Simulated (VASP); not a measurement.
Here is the system:

```xyz
2
Lattice="0.0000 2.9052 2.9052 2.9052 0.0000 2.9052 2.9052 2.9052 0.0000" Properties=species:S:1:pos:R:3 pbc="T T T"
Cd     0.0000     0.0000     0.0000
S      1.4526     1.4526     1.4526
```

These are SCAN meta-GGA, VASP's PBE PAW potentials (set 64) (plane waves; VASP) values and carry that method's errors. Run with 520 eV cut-off, 8×8×8 Γ-centred mesh, Gaussian smearing of 0.050 eV, potentials Cd S.

### Question
Give the stress tensor in GPa (positive for a compressed cell).

### Answer

```
1.95  0.00  0.00
0.00  1.95  0.00
0.00  0.00  1.95
```
The pressure is its mean diagonal, 1.95 GPa.

The compound is CdS in the zinc blende structure, a metastable form; wurtzite is the usual one. This cell is one point of a volume scan, at 0.97 of the reference volume.
